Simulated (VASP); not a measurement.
The system is BPd4.

```
Pd B
1.0
     2.89203    0.00000    0.00000
     0.00000    4.36501    0.00000
     0.00000    0.00000    5.85632
Pd B
4 1
Direct
  0.50000 0.00000 0.19758
  0.00000 0.00000 0.61947
  0.00000 0.50000 0.32916
  0.50000 0.50000 0.86756
  0.50000 0.00000 0.86323
```

The cell comes from a database or a generator and needn't be the stable form of this composition.

Base run:

* Program: VASP 6.6.1
* Functional: PBE
* Potentials or basis: VASP PAW PBE potentials, release 64 (Pd, B)
* Cutoff: 520 eV
* k mesh: 7 × 5 × 4
* Occupations: fermi-dirac, width 0.05 eV
* Spin: no spin polarisation

Its results: pressure -1.2 GPa; largest force 0.195 eV/Å.

Problem. The run is repeated on the same cell with these changes: functional from PBE to revPBE. What comes out?

Solution. Pressure 1.7 GPa; largest force 0.197 eV/Å.

revPBE binds less tightly than PBE, so the same cell stands under more pressure.

Caveats: the PAW data sets were made with another functional, which shifts forces and pressure a little (some runs).
